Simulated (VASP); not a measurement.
Energy against volume of Li₂Se (antifluorite). Calculation: LDA (Ceperley-Alder, Perdew-Zunger), VASP's LDA PAW potentials (set 64) (plane waves; VASP 6.6.1).

| V (Å³/atom) | E (eV/atom) |
|---|---|
| 15.703 | -4.05189 |
| 16.204 | -4.05815 |
| 16.705 | -4.06022 |
| 17.206 | -4.05865 |
| 17.707 | -4.05395 |

Problem. Fit a third-order Birch-Murnaghan equation of state.

Solution. 
```
Item                                             Result
---------------------------------------  --------------
volume per atom                          16.73 Å^3/atom
bulk modulus                                   38.4 GPa
pressure derivative of the bulk modulus            3.87
lattice constant a                              5.855 Å
```

Measured: a 6.002 Å (computed value off by -2.4 %), as given by Syrotyuk et al., Condensed Matter Physics (2015), arXiv:1510.06546. The calculation is for a static lattice, while the measured a holds thermal and zero-point effects, which are part of the difference.

The compound is Li2Se in the antifluorite structure. It was relaxed first, which changed the volume by -7 %.
